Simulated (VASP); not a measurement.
Here is the system:

```
CELL_PARAMETERS angstrom
      0.00000     2.04500     2.04500
      2.04500     0.00000     2.04500
      2.04500     2.04500     0.00000
ATOMIC_POSITIONS crystal
  Ag 0.00000 0.00000 0.00000
```

Calculation: PBE GGA, VASP's PBE PAW potentials (set 64) (plane waves; VASP). Settings: 480 eV cut-off, 14×14×14 Γ-centred mesh, first-order Methfessel-Paxton smearing of 0.10 eV, potentials Ag.

Energy and stress use the plane-wave basis of the starting cell.

Task: The ions, cell shape and volume are relaxed. What does this cell relax into?

Result: 
```
CELL_PARAMETERS angstrom
      0.00000     2.07374     2.07374
      2.07374     0.00000     2.07374
      2.07374     2.07374     0.00000
ATOMIC_POSITIONS crystal
  Ag 0.00000 0.00000 0.00000
```
Space group Fm-3m (225), at a tolerance of 0.03 Å.

Task: How do energy and volume change from the first to the last step?

Result: The energy (σ→0) changes by -8.9 meV/atom and the volume by +4.3 %, in 3 ionic steps.

```
step  E(σ→0) (eV)  max force (eV/Å)  pressure (GPa)  volume (Å³)
----  -----------  ----------------  --------------  -----------
1         -2.7079             0.000            4.16        17.10
2         -2.7146             0.000           -1.80        18.23
3         -2.7168             0.000            0.03        17.84
```

The compound is Ag in the fcc structure. This run relaxes it. Symmetry was kept, so distortions that lower it aren't found.
